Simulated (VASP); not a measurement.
Rh:

```
Rh
1.0
     0.00000    1.90299    1.90299
     1.90299    0.00000    1.90299
     1.90299    1.90299    0.00000
Rh
1
Direct
  0.00000 0.00000 0.00000
```

```yaml
Program: VASP 6.6.1
Task: relaxation of cell and atoms
Functional: LDA
Potentials_or_basis: VASP PAW LDA potentials, release 64 (Rh_pv)
Cutoff: 600 eV
k_mesh: 18 × 18 × 18
Occupations: gaussian, width 0.1 eV
Spin: no spin polarisation
```

At the start: pressure -11.2 GPa; volume 13.78 Å³/atom.

Task: Where does the relaxation end?

Result: Over 4 steps the energy falls by 19.1 meV/atom and the volume is 13.26 Å³/atom (-3.8 %); space group Fm-3m (No. 225, to 0.05 Å).

Step by step:
```csv
step,energy change (eV),largest force (eV/Å),pressure (GPa),volume (Å³)
1,0.0000,0.0000,-11.19,13.78
2,0.1384,0.0000,42.85,11.95
3,-0.0190,0.0000,-0.57,13.28
4,-0.0191,0.0000,-0.02,13.26
```

Final structure:
```yaml
crystal:
  lattice:
    - [0.00000, 1.87851, 1.87851]
    - [1.87851, 0.00000, 1.87851]
    - [1.87851, 1.87851, 0.00000]
  atoms:
    - { symbol: Rh, position: [0.00000, 0.00000, 0.00000] }
```
